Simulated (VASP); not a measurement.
## TiCo (Pm-3m): a series in biaxial strain in the (111) plane

Wanted: the elastic response of TiCo to biaxial strain in the (111) plane, with a fit that predicts a row left out.

Program: VASP 6.6.1. Level of theory: PBEsol, no spin polarisation; plane waves and PAW (Co, Ti_sv); cell typed or built by script, in the first sound run; inputs show where later runs differ. Results are calculated unless marked as measured.

### 1. The structure

It takes space group Pm-3m (No. 221, cubic). Conventional cell: a = 2.990 Å, b = 2.990 Å, c = 2.990 Å, α = 90.00°, β = 90.00°, γ = 90.00°. Co has 8 Ti at 2.59 Å nearest. Nearest to Ti lie 8 Co at 2.59 Å. Farther neighbours are not listed.

As a file:

```cif
data_structure
_symmetry_space_group_name_H-M 'P 1'
_symmetry_Int_Tables_number 1
_cell_length_a 2.9900
_cell_length_b 2.9900
_cell_length_c 2.9900
_cell_angle_alpha 90.000
_cell_angle_beta 90.000
_cell_angle_gamma 90.000
_cell_volume 26.73
loop_
_atom_site_label
_atom_site_type_symbol
_atom_site_fract_x
_atom_site_fract_y
_atom_site_fract_z
_atom_site_occupancy
Co1 Co 0.00000 0.00000 0.00000 1
Ti2 Ti 0.50000 0.50000 0.50000 1
```

### 2. Relax the crystal, PBEsol

The series starts from the cell that this level prefers, so that zero strain is near zero stress.

This step took 2 runs in a row; the last is shown.

Level: PBEsol, no spin polarisation; plane waves and PAW (Co, Ti_sv); cell typed or built by script.

INCAR reads:

```
SYSTEM = TiCo
PREC = Accurate
ENCUT = 450
EDIFF = 1E-07
NELM = 120
ISMEAR = 1
SIGMA = 0.15
LREAL = .FALSE.
ALGO = Normal
GGA = PS
NBANDS = 16
LASPH = .TRUE.
LORBIT = 11
LWAVE = .FALSE.
LCHARG = .FALSE.
KPAR = 8
IBRION = 2
NSW = 40
ISIF = 3
EDIFFG = -0.005
POTIM = 0.4
```

POSCAR reads:

```
TiCo
1.0
    2.9296782038      0.0000000000      0.0000000000
    0.0000000000      2.9296782038      0.0000000000
    0.0000000000      0.0000000000      2.9296782038
Co Ti
1 1
Direct
    0.0000000000      0.0000000000      0.0000000000
    0.5000000000      0.5000000000      0.5000000000
```

KPOINTS reads:

```
Automatic mesh
0
Gamma
17 17 17
0 0 0
```

The projector-augmented-wave data sets are Co and Ti_sv (PBE family, release 64).

Launch:

```sh
> mpirun -np 8 vasp_std
```

The program printed:

```text
[banner, memory and clock lines left out]
running    8 mpi-ranks, on    1 nodes
[...]
|                                                                             |
|           W    W    AA    RRRRR   N    N  II  N    N   GGGG   !!!           |
|           W    W   A  A   R    R  NN   N  II  NN   N  G    G  !!!           |
|           W    W  A    A  R    R  N N  N  II  N N  N  G       !!!           |
|           W WW W  AAAAAA  RRRRR   N  N N  II  N  N N  G  GGG   !            |
|           WW  WW  A    A  R   R   N   NN  II  N   NN  G    G                |
|           W    W  A    A  R    R  N    N  II  N    N   GGGG   !!!           |
|                                                                             |
|     For optimal performance we recommend to set                             |
|       NCORE = 2 up to number-of-cores-per-socket                            |
|     NCORE specifies how many cores store one orbital (NPAR=cpu/NCORE).      |
|     This setting can greatly improve the performance of VASP for DFT.       |
[...]
DAV:   8    -0.168897046515E+02   -0.56638E-07   -0.45445E-07  4280   0.505E-03
   2 F= -.16889705E+02 E0= -.16889933E+02  d E =-.673321E-05
 trial-energy change:   -0.000007  1 .order   -0.000011   -0.000047    0.000026
 step:   0.5685(harm=  0.6454)  dis= 0.00000  next Energy=   -16.889710 (dE=-0.126E-04)
[...]
N       E                     dE             d eps       ncg     rms          rms(c)
DAV:   1    -0.168898635466E+02   -0.15895E-03   -0.30715E-03  5632   0.791E-01    0.113E-01
DAV:   2    -0.168902264924E+02   -0.36295E-03   -0.36270E-03  5664   0.727E-01    0.256E-01
DAV:   3    -0.168897221251E+02    0.50437E-03   -0.24942E-03  7216   0.580E-01    0.366E-02
DAV:   4    -0.168897110334E+02    0.11092E-04   -0.42272E-05  6912   0.566E-02    0.158E-02
DAV:   5    -0.168897112601E+02   -0.22679E-06   -0.67151E-06  8000   0.137E-02    0.109E-02
DAV:   6    -0.168897119571E+02   -0.69695E-06   -0.21166E-06  8160   0.908E-03    0.551E-03
DAV:   7    -0.168897120847E+02   -0.12766E-06   -0.14975E-06  8184   0.894E-03    0.411E-04
DAV:   8    -0.168897120838E+02    0.95133E-09   -0.73123E-08  3416   0.208E-03
   3 F= -.16889712E+02 E0= -.16889939E+02  d E =-.141655E-04
[...]
reached required accuracy - stopping structural energy minimisation
```

The job ended after 25 s (8 MPI ranks of Intel Xeon Platinum 8488C (Sapphire Rapids), shared host; peak memory 1.4 GiB).

Lines that name or quote the potential files are left out of all logs, and their timing lines are given in words.

OUTCAR, selected parts (step 2):

```text
  Total        0.0030290      0.0030290      0.0030290     -0.0000000      0.0000000     -0.0000000
  in kB        0.1931783      0.1931783      0.1931783     -0.0000000      0.0000000     -0.0000000
  external PRESSURE =       0.1931783 kB  Pullay stress =       0.0000000 kB

 POSITION                                       TOTAL-FORCE (eV/Angst)
 -----------------------------------------------------------------------------------
      0.00000      0.00000      0.00000         0.000000     -0.000000      0.000000
      1.46438      1.46438      1.46438        -0.000000      0.000000      0.000000
 -----------------------------------------------------------------------------------
    total drift:                                0.000000      0.000000      0.000000

  FREE ENERGIE OF THE ION-ELECTRON SYSTEM (eV)
  ---------------------------------------------------
  free  energy   TOTEN  =       -16.8897120838 eV

  energy  without entropy=      -16.8903919516  energy(sigma->0) =      -16.88993871

 reached required accuracy - stopping structural energy minimisation

[... 3 further parts left out ...]
[key lines of the parts left out:]
E-fermi :  10.5342
```

This run gave:

| Property | Result |
| --- | --- |
| energy(sigma→0) of the program | -16.8899 eV |
| stress, compression positive | 0.02 along [111], 0.02 across it (mean), GPa |
| volume | 25.122 Å³ |
| ionic steps | 3 |

### 3. Strain along the normal, PBEsol

One member in full: the plane is strained by 1.5 %, and the strain along the normal is moved by secant steps until the normal stress is under 0.012 GPa or five steps are spent; the atoms relax at each step.

This step took 3 runs, each at a new trial strain with the atoms of the one before; the last is shown.

Level: PBEsol, no spin polarisation; plane waves and PAW (Co, Ti_sv); cell typed or built by script.

Edit INCAR of step 2 so:

```diff
@@ -15,7 +15,7 @@
 LCHARG = .FALSE.
-KPAR = 8
-IBRION = 2
-NSW = 40
-ISIF = 3
-EDIFFG = -0.005
-POTIM = 0.4
+KPAR = 2
+IBRION = 1
+NSW = 25
+ISIF = 2
+EDIFFG = -0.004
+POTIM = 0.3
```

POSCAR reads:

```
TiCo
1.0
    2.9425721520     -0.0301252350     -0.0301252350
   -0.0301252350      2.9425721520     -0.0301252350
   -0.0301252350     -0.0301252350      2.9425721520
Co Ti
1 1
Direct
    0.0000000000      0.0000000000      0.0000000000
    0.5000000000      0.5000000000      0.5000000000
```

KPOINTS is that of step 2.

Launch:

```sh
> mpirun -np 2 vasp_std
```

The program printed:

```text
[banner, memory and clock lines left out]
running    2 mpi-ranks, on    1 nodes
[...]
[... a notice as in an earlier step ...]

 LDA part: xc-table for (Slater+PW92), standard interpolation
 POSCAR, INCAR and KPOINTS ok, starting setup
[...]
entering main loop
       N       E                     dE             d eps       ncg     rms          rms(c)
DAV:   1     0.148299099174E+03    0.14830E+03   -0.94799E+03 15920   0.148E+03
DAV:   2    -0.697293876295E+01   -0.15527E+03   -0.15155E+03 16992   0.359E+02
DAV:   3    -0.189628968052E+02   -0.11990E+02   -0.11878E+02 25632   0.952E+01
DAV:   4    -0.194199842902E+02   -0.45709E+00   -0.45644E+00 18296   0.152E+01
[...]
DAV:  14    -0.168815040744E+02    0.89757E-05   -0.22157E-05 19792   0.492E-02    0.972E-03
DAV:  15    -0.168815029745E+02    0.10999E-05   -0.27989E-06 22768   0.150E-02    0.303E-03
DAV:  16    -0.168815029714E+02    0.30941E-08   -0.77407E-08  8440   0.299E-03
   1 F= -.16881503E+02 E0= -.16881667E+02  d E =-.168815E+02
 BRION: g(F)=  0.194E-58 g(S)=  0.000E+00
 reached required accuracy - stopping structural energy minimisation
```

Wall time 65 s (2 MPI ranks); peak memory 0.54 GiB; 1.9 min of CPU time.

From OUTCAR (step 3):

```text
  Total       -0.4015875     -0.4015875     -0.4015875      0.2007515      0.2007515      0.2007515
  in kB      -25.2607901    -25.2607901    -25.2607901     12.6277389     12.6277389     12.6277389
  external PRESSURE =     -25.2607901 kB  Pullay stress =       0.0000000 kB

 POSITION                                       TOTAL-FORCE (eV/Angst)
 -----------------------------------------------------------------------------------
      0.00000      0.00000      0.00000         0.000000     -0.000000     -0.000000
      1.44116      1.44116      1.44116        -0.000000      0.000000      0.000000
 -----------------------------------------------------------------------------------
    total drift:                               -0.000000      0.000000      0.000000

  FREE ENERGIE OF THE ION-ELECTRON SYSTEM (eV)
  ---------------------------------------------------
  free  energy   TOTEN  =       -16.8815029714 eV

  energy  without entropy=      -16.8819952889  energy(sigma->0) =      -16.88166708

[... 1 part as in an earlier step ...]

[... 3 further parts left out ...]
[key lines of the parts left out:]
E-fermi :  10.3415
```

This run gave:

```
energy(sigma→0) of the program : -16.8817 eV
stress, compression positive   : 0.00 along [111], -3.79 across it (mean), GPa
ionic steps                    : 1
```

### 4. The whole series

The other members went through these steps as far as the tables show, with the same cutoff and, step by step, the same mesh; 23 runs are not shown. The session took 0.92 core hours (wall time by ranks) on a shared machine.

```
in-plane strain (%)  strain along the normal (%)  in-plane stress, tension positive (GPa)  energy above the unstrained row, extrapolated to no smearing (meV/atom)
             -2.000                        2.425                                   -5.277                                                                    8.725
             -1.500                        1.789                                        ?                                                                        ?
             -1.000                        1.171                                   -2.603                                                                    2.297
             -0.500                        0.574                                   -1.292                                                                    0.640
                  0                        0.000                                   -0.002                                                                    0.000
              0.500                       -0.550                                    1.279                                                                    0.378
              1.000                       -1.080                                    2.537                                                                    1.753
              1.500                       -1.586                                    3.789                                                                    4.104
              2.000                       -2.068                                    5.034                                                                    7.398
```

### 5. A fit to the known rows

A least-squares parabola through the 8 rows shown, with e the strain in %: stress = − 0.03033 e² + 2.575 e − 0.001472 (GPa), r.m.s. residual 0.0042 GPa.

For the withheld row, e = -1.5, the fit gives -3.933 GPa.

### 6. Checking the prediction

The calculation gives -3.931 GPa, so the prediction is 0.002 GPa too low.

Slopes at zero strain, from cubics through all rows: strain ratio -1.126, stress over strain 257 GPa.

### 7. Summary of results

| Property | Result |
| --- | --- |
| error of the predicted stress | -0.002 GPa |
| ratio of normal to in-plane strain | -1.126 |
| biaxial modulus | 257 GPa |

As a check, the curvature of the energy gives 258 GPa for the same modulus (energy per volume = M × strain²), 1 % from the slope of the stress. The energy also has a linear term worth 0.16 GPa that the stress column lacks, a mark of the finite basis or of the smearing. These are static values: temperature and zero-point motion are left out. In a metal the slopes also depend on mesh and smearing, which were held through the series.

[Lines on the potential files, build, host, timing and source positions are cut from VASP's logs without a mark.]

[Logs are printed without paths, hosts, clocks, repeated set-up lines and the standing remarks that a program may print on its own settings, such as how far it seeks lower states.]

[Hosts, paths, dates, database ids (printed as entryN), source tags and the programs' standing remarks are cut or masked in the printed files.]

[In band tables of VASP the shares of atoms and orbitals are scaled to a sum of 1 inside the atoms' spheres.]
